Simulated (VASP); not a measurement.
# OSnBrH in VASP: settings compared

The runs below take OSnBrH through atomic charges, electron localisation function, with PBE+TS, PBE.

All numbers are computed with VASP 6.6.1; they aren't measurements. Logs are shortened: lines on timing, memory, paths and dates and some standing lists are left out, and cuts for length are marked.

### Step 1. Starting point

The cell holds a molecule in a box, 4 atoms: a = 13.000 Å, b = 11.000 Å, c = 11.000 Å, α = 90.00°, β = 90.00°, γ = 90.00°.

### Step 2. Atomic charges, PBE+TS

File INCAR:

```
ALGO = Normal
EDIFF = 1E-6
ENCUT = 520
GGA = PE
ISIF = 2
ISMEAR = 0
IVDW = 2
LASPH = True
LCHARG = True
LELF = True
LORBIT = 11
LREAL = False
LVACPOTAV = True
LVHAR = True
LWAVE = False
NELM = 80
PREC = Accurate
SIGMA = 0.01
```

File KPOINTS:

```
k-points
0
Gamma
  1 1 1
```

File POSCAR:

```
SnHBrO
1.0
   13.0000000000      0.0000000000      0.0000000000
    0.0000000000     11.0000000000      0.0000000000
    0.0000000000      0.0000000000     11.0000000000
O Sn Br H
1 1 1 1
Direct
    0.4347192300      0.5530000000      0.4391500000
    0.4437576900      0.4524636400      0.5874863600
    0.6355269200      0.4240181800      0.5740681800
    0.3664730800      0.5798000000      0.4186954500
```

Potentials or basis: VASP PAW PBE potentials, release 64 (O, Sn_d, Br, H).

Launch:

```console
$ cat potpaw_PBE.64/O/POTCAR potpaw_PBE.64/Sn_d/POTCAR potpaw_PBE.64/Br/POTCAR potpaw_PBE.64/H/POTCAR > POTCAR
$ mpirun -np 1 vasp_gam > vasp.out
```

OUTCAR:

```text
EDIFF = 1E-6
   ENCUT = 520
   GGA = PE
   ISIF = 2
   ISMEAR = 0
   IVDW = 2
   LASPH = True
   LORBIT = 11
   LREAL = False
   NELM = 80
   PREC = Accurate
  IVDW =   2

 ion  position               nearest neighbor table
   1  0.435  0.553  0.439-   4 0.96   2 1.97
   2  0.444  0.452  0.587-   1 1.97   3 2.52
   3  0.636  0.424  0.574-   2 2.52
   4  0.366  0.580  0.419-   1 0.96

  LATTYP: Found a simple tetragonal cell.
 ALAT       =    11.0000000000
 C/A-ratio  =     1.1818181818

  Lattice vectors:

 A1 = (   0.0000000000,  11.0000000000,   0.0000000000)
 A2 = (   0.0000000000,   0.0000000000,  11.0000000000)
 A3 = (  13.0000000000,   0.0000000000,   0.0000000000)

Analysis of symmetry for initial positions (statically):
=====================================================================
 Subroutine PRICEL returns:
 Original cell was already a primitive cell.

 Routine SETGRP: Setting up the symmetry group for a
 simple tetragonal supercell.

 Subroutine GETGRP returns: Found  1 space group operations
 (whereof  1 operations were pure point group operations)
 out of a pool of 16 trial point group operations.

The static configuration has the point symmetry C_1 .

Analysis of symmetry for dynamics (positions and initial velocities):
=====================================================================
 Subroutine PRICEL returns:
 Original cell was already a primitive cell.

 Routine SETGRP: Setting up the symmetry group for a
 simple tetragonal supercell.

 Subroutine GETGRP returns: Found  1 space group operations
 (whereof  1 operations were pure point group operations)
 out of a pool of 16 trial point group operations.

The dynamic configuration has the point symmetry C_1 .

 Subroutine INISYM returns: Found  1 space group operations
 (whereof  1 operations are pure point group operations),
 and found     1 'primitive' translations

----------------------------------------------------------------------------------------

                                     Primitive cell

  volume of cell :    1573.0000

  direct lattice vectors                    reciprocal lattice vectors
    13.000000000  0.000000000  0.000000000     0.076923077  0.000000000  0.000000000
     0.000000000 11.000000000  0.000000000     0.000000000  0.090909091  0.000000000
     0.000000000  0.000000000 11.000000000     0.000000000  0.000000000  0.090909091

[... 78 lines left out ...]
   ISMEAR =     0;   SIGMA  =   0.01  broadening in eV -4-tet -1-fermi 0-gaus
   EFERMI_NEDOS =   21; number of points for ismear=-14 and -15
   IALGO  =     38    algorithm
   IMIX   =      4    mixing-type and parameters
     AMIX     =   0.40;   BMIX     =  1.00
     AMIX_MAG =   1.60;   BMIX_MAG =  1.00
  volume/ion in A,a.u.               =     393.25      2653.78
  Fermi-wavevector in a.u.,A,eV,Ry     =   0.427449  0.807762  2.485960  0.182713
  Thomas-Fermi vector in A             =   1.394107
   LORBIT       =     11    0 simple, 1 ext, 2 COOP (PROOUT), +10 PAW based schemes
   GGA     = PE    functional components
   LHFCALC =     F    Hartree Fock is set to
   AEXX    =    0.0000 exact exchange contribution
   IVDW    =     2    specifies the selected vdW correction
   LEPSILON=     F    determine dielectric tensor
   LRPA    =     F    only Hartree local field effects (RPA)
 non-spin polarized calculation
 Gauss-broadening in eV      SIGMA  =   0.01
  energy-cutoff  :      520.00
  volume of cell :     1573.00
 maximum number of plane-waves:     21209
 NGX is ok and might be reduce to    98
   NGX = 49   NGY = 41   NGZ = 41

 number of electron      28.0000002 magnetization

 Free energy of the ion-electron system (eV)
  ---------------------------------------------------
  ext. energy  EPLUGINS =         0.00000000
  ---------------------------------------------------
  free energy    TOTEN  =       -16.61710459 eV

  energy without entropy =      -16.61710459  energy(sigma->0) =      -16.61710459

 E-fermi :  -5.9191     XC(G=0):  -0.9813

 val. band max:       -6.0324666488   @ k =   0.0000   0.0000   0.0000
 cond. band min:      -2.8971590372   @ k =   0.0000   0.0000   0.0000
 fundamental gap:      3.1353076116
 Fermi energy:        -5.9190615683

 k-point     1 :       0.0000    0.0000    0.0000
  band No.  band energies     occupation
      1     -26.2666      2.00000
      2     -26.0110      2.00000
      3     -25.9793      2.00000
      4     -25.8829      2.00000
      5     -25.7435      2.00000
      6     -23.5874      2.00000
[... 10 lines left out ...]
     17      -0.7213      0.00000
     18      -0.1661      0.00000

------------------------ aborting loop because EDIFF is reached ----------------------------------------

  Hirshfeld charges:
            ion         q(e)
   ------------------------------
      1     O       -0.33792164
      2     Sn       0.41841631
      3     Br      -0.20844081
      4     H        0.12794613

  Tkatchenko/Scheffler method for vdW energy calculation

  Number of pair interactions contributing to vdW energy:    3322

  Edisp (eV):   -0.00981

  FORCE on cell =-STRESS in cart. coord.  units (eV):
  Direction    XX          YY          ZZ          XY          YZ          ZX
  --------------------------------------------------------------------------------------
  -------------------------------------------------------------------------------------
  Total       1.12823     0.46873     0.93753    -0.32580    -0.69236     0.18390
  in kB       1.14916     0.47743     0.95492    -0.33184    -0.70521     0.18731
  external pressure =        0.86 kB  Pullay stress =        0.00 kB

 VOLUME and BASIS-vectors are now :
 -----------------------------------------------------------------------------
  energy-cutoff  :      520.00
  volume of cell :     1573.00
      direct lattice vectors                 reciprocal lattice vectors
    13.000000000  0.000000000  0.000000000     0.076923077  0.000000000  0.000000000
     0.000000000 11.000000000  0.000000000     0.000000000  0.090909091  0.000000000
     0.000000000  0.000000000 11.000000000     0.000000000  0.000000000  0.090909091

 POSITION                                       TOTAL-FORCE (eV/Angst)
 -----------------------------------------------------------------------------------
      5.65135      6.08300      4.83065         0.515311      0.198606     -0.426230
      5.76885      4.97710      6.46235        -0.216069     -0.360965      0.596656
      8.26185      4.66420      6.31475         0.280286     -0.039369     -0.010861
      4.76415      6.37780      4.60565        -0.579528      0.201728     -0.159565
 -----------------------------------------------------------------------------------
    total drift:                                0.000214     -0.000002     -0.000858

  FREE ENERGIE OF THE ION-ELECTRON SYSTEM (eV)
  ---------------------------------------------------
  free  energy   TOTEN  =       -16.6269132696 eV

  energy  without entropy=      -16.6269132696  energy(sigma->0) =      -16.62691327

 total charge

# of ion       s       p       d       tot
------------------------------------------
    1        1.572   3.520   0.000   5.092
    2        1.311   0.834  10.047  12.192
    3        1.616   3.233   0.012   4.861
    4        0.634   0.130   0.000   0.764
--------------------------------------------------
tot          5.134   7.717  10.059  22.910
```

stdout:

```text
POSCAR found type information on POSCAR O SnBrH
 POSCAR found :  4 types and       4 ions
 scaLAPACK will be used
 LDA part: xc-table for (Slater+PW92), standard interpolation
 POSCAR, INCAR and KPOINTS ok, starting setup
 FFT: planning ... GRIDC
 FFT: planning ... GRID_SOFT
 FFT: planning ... GRID
 WAVECAR not read
 entering main loop
 augmentation electrons   28.0028457073544
 total        electrons   28.0028457073544
 augmentation electrons   65.5333395971455
 total        electrons   65.5333395971455
 augmentation electrons   6.58691650173097
 soft         electrons   21.4159294157512
 total        electrons   28.0028459174822
 translations:           1           1           1
```

It took 3.3 min on 1 thread of Intel Xeon Platinum 8559C (Emerald Rapids), shared host; peak memory 1.2 GiB.

What came out:

* Free energy: -16.6269 eV
* Largest force: 0.730 eV/Å
* Gap between the frontier levels: 3.14 eV
* Valence electrons inside the program's atomic spheres: O 5.09; Sn 12.19; Br 4.86; H 0.76
* Hirshfeld charges: O -0.34; Sn +0.42; Br -0.21; H +0.13 e
* Dispersion energy per atom: -0.002 eV

Forces in eV/Å, atoms in the order of the input:
```
O    0.515  0.199 -0.426
Sn  -0.216 -0.361  0.597
Br   0.280 -0.039 -0.011
H   -0.580  0.202 -0.160
```

Caveat: spin-orbit coupling is left out, which moves the levels of the heavy elements.

### Step 3. Electron localisation function, PBE

File INCAR:

```
SYSTEM = SnHBrO
ALGO = Normal
EDIFF = 1E-6
ENCUT = 520
GGA = PE
ISIF = 2
ISMEAR = 0
LASPH = .TRUE.
LCHARG = .TRUE.
LELF = .TRUE.
LREAL = .FALSE.
LWAVE = .FALSE.
NELM = 100
PREC = Accurate
SIGMA = 0.01
```

File KPOINTS:

```
k-points
0
G
  1 1 1
  0 0 0
```

POSCAR is that of step 2.

Potentials or basis: VASP PAW PBE potentials, release 64 (O, Sn_d, Br, H).

Launch:

```console
$ cat potpaw_PBE.64/O/POTCAR potpaw_PBE.64/Sn_d/POTCAR potpaw_PBE.64/Br/POTCAR potpaw_PBE.64/H/POTCAR > POTCAR
$ mpirun -np 1 vasp_gam > vasp.out
```

OUTCAR:

```text
SYSTEM = SnHBrO
   EDIFF = 1E-6
   ENCUT = 520
   GGA = PE
   ISIF = 2
   ISMEAR = 0
   LASPH = .TRUE.
   LREAL = .FALSE.
   NELM = 100
   PREC = Accurate

 ion  position               nearest neighbor table
   1  0.435  0.553  0.439-   4 0.96   2 1.97
   2  0.444  0.452  0.587-   1 1.97   3 2.52
   3  0.636  0.424  0.574-   2 2.52
   4  0.366  0.580  0.419-   1 0.96

  LATTYP: Found a simple tetragonal cell.
 ALAT       =    11.0000000000
 C/A-ratio  =     1.1818181818

  Lattice vectors:

 A1 = (   0.0000000000,  11.0000000000,   0.0000000000)
 A2 = (   0.0000000000,   0.0000000000,  11.0000000000)
 A3 = (  13.0000000000,   0.0000000000,   0.0000000000)

Analysis of symmetry for initial positions (statically):
=====================================================================
 Subroutine PRICEL returns:
 Original cell was already a primitive cell.

 Routine SETGRP: Setting up the symmetry group for a
 simple tetragonal supercell.
[... 144 lines left out ...]
  ---------------------------------------------------
  free energy    TOTEN  =       -16.61710459 eV

  energy without entropy =      -16.61710459  energy(sigma->0) =      -16.61710459

 E-fermi :  -5.9191     XC(G=0):  -0.9813

 val. band max:       -6.0324666488   @ k =   0.0000   0.0000   0.0000
 cond. band min:      -2.8971590372   @ k =   0.0000   0.0000   0.0000
 fundamental gap:      3.1353076116
 Fermi energy:        -5.9190615683

 k-point     1 :       0.0000    0.0000    0.0000
  band No.  band energies     occupation
      1     -26.2666      2.00000
      2     -26.0110      2.00000
      3     -25.9793      2.00000
      4     -25.8829      2.00000
      5     -25.7435      2.00000
      6     -23.5874      2.00000
[... 10 lines left out ...]
     17      -0.7213      0.00000
     18      -0.1661      0.00000

------------------------ aborting loop because EDIFF is reached ----------------------------------------

  FORCE on cell =-STRESS in cart. coord.  units (eV):
  Direction    XX          YY          ZZ          XY          YZ          ZX
  --------------------------------------------------------------------------------------
  -------------------------------------------------------------------------------------
  Total        1.1096958      0.4647643      0.9315661     -0.3141631     -0.6838231      0.1717159
  in kB        1.1302794      0.4733851      0.9488455     -0.3199905     -0.6965072      0.1749011
  external PRESSURE =       0.8508367 kB  Pullay stress =       0.0000000 kB

 VOLUME and BASIS-vectors are now :
 -----------------------------------------------------------------------------
  energy-cutoff  :      520.00
  volume of cell :     1573.00
      direct lattice vectors                 reciprocal lattice vectors
    13.000000000  0.000000000  0.000000000     0.076923077  0.000000000  0.000000000
     0.000000000 11.000000000  0.000000000     0.000000000  0.090909091  0.000000000
     0.000000000  0.000000000 11.000000000     0.000000000  0.000000000  0.090909091

 POSITION                                       TOTAL-FORCE (eV/Angst)
 -----------------------------------------------------------------------------------
      5.65135      6.08300      4.83065         0.525332      0.193015     -0.420312
      5.76885      4.97710      6.46235        -0.215894     -0.359770      0.594794
      8.26185      4.66420      6.31475         0.271688     -0.034980     -0.015303
      4.76415      6.37780      4.60565        -0.581126      0.201735     -0.159178
 -----------------------------------------------------------------------------------
    total drift:                                0.000214     -0.000002     -0.000858

  FREE ENERGIE OF THE ION-ELECTRON SYSTEM (eV)
  ---------------------------------------------------
  free  energy   TOTEN  =       -16.6171045926 eV

  energy  without entropy=      -16.6171045926  energy(sigma->0) =      -16.61710459
```

OSZICAR:

```text
N       E                     dE             d eps       ncg     rms          rms(c)
DAV:   1     0.237428840777E+03    0.23743E+03   -0.93094E+03    44   0.968E+02
DAV:   2     0.452968717047E+02   -0.19213E+03   -0.18956E+03    70   0.213E+02
DAV:   3    -0.151903008416E+02   -0.60487E+02   -0.60436E+02    46   0.107E+02
[... 17 lines left out ...]
DAV:  21    -0.166170964649E+02   -0.24127E-04   -0.23006E-06    36   0.794E-03    0.714E-04
DAV:  22    -0.166170995972E+02   -0.31323E-05   -0.11321E-07    36   0.215E-03    0.599E-04
DAV:  23    -0.166171029921E+02   -0.33949E-05   -0.12096E-07    36   0.179E-03    0.259E-04
DAV:  24    -0.166171042729E+02   -0.12808E-05   -0.64384E-08    36   0.141E-03    0.189E-04
DAV:  25    -0.166171045926E+02   -0.31977E-06   -0.72101E-09    36   0.540E-04
   1 F= -.16617105E+02 E0= -.16617105E+02  d E =-.790790E-58
```

stdout:

```text
POSCAR found type information on POSCAR O SnBrH
 POSCAR found :  4 types and       4 ions
 scaLAPACK will be used
 LDA part: xc-table for (Slater+PW92), standard interpolation
 POSCAR, INCAR and KPOINTS ok, starting setup
 FFT: planning ... GRIDC
 FFT: planning ... GRID_SOFT
 FFT: planning ... GRID
 WAVECAR not read
 entering main loop
```

Run time: 2.9 min. Hardware: 1 thread of Intel Xeon Platinum 8559C (Emerald Rapids), shared host; peak memory 1.2 GiB.

What came out:

* Free energy: -16.6171 eV
* Largest force: 0.728 eV/Å
* Gap between the frontier levels: 3.14 eV

Forces on the atoms (eV/Å):
```
O    0.525  0.193 -0.420
Sn  -0.216 -0.360  0.595
Br   0.272 -0.035 -0.015
H   -0.581  0.202 -0.159
```

Caveat: spin-orbit coupling is left out, which moves the levels of the heavy elements. A hybrid or GW would open this gap; PBE tends to underestimate it.

### Step 4. For comparison

An earlier run on the cell as given: functional PBE; potentials or basis VASP PAW PBE potentials, release 64 (O, Sn_d, Br, H); cutoff 520 eV; k mesh 1 × 1 × 1; occupations gaussian, width 0.01 eV; no spin polarisation.

- Largest force: 0.728 eV/Å
- Gap between the frontier levels: 3.14 eV

### Step 5. The runs side by side

```csv
task,level,gap on the mesh (eV),largest force (eV/Å)
atomic charges,PBE+TS,3.14,0.73
electron localisation function,PBE,3.14,0.73
single point,PBE,3.14,0.73
```

Alike in all rows: potentials or basis VASP PAW PBE potentials, release 64 (O, Sn_d, Br, H); no spin polarisation; cell as given; k mesh 1 × 1 × 1; cutoff (eV) 520; smearing gaussian 0.01 eV.

On the cell as given the gap runs from 3.14 eV (PBE+TS) to 3.14 eV (PBE+TS).

Caveats: spin-orbit coupling is left out, which moves the levels of the heavy elements.

Absolute energies hang on the potentials; compare differences alone.
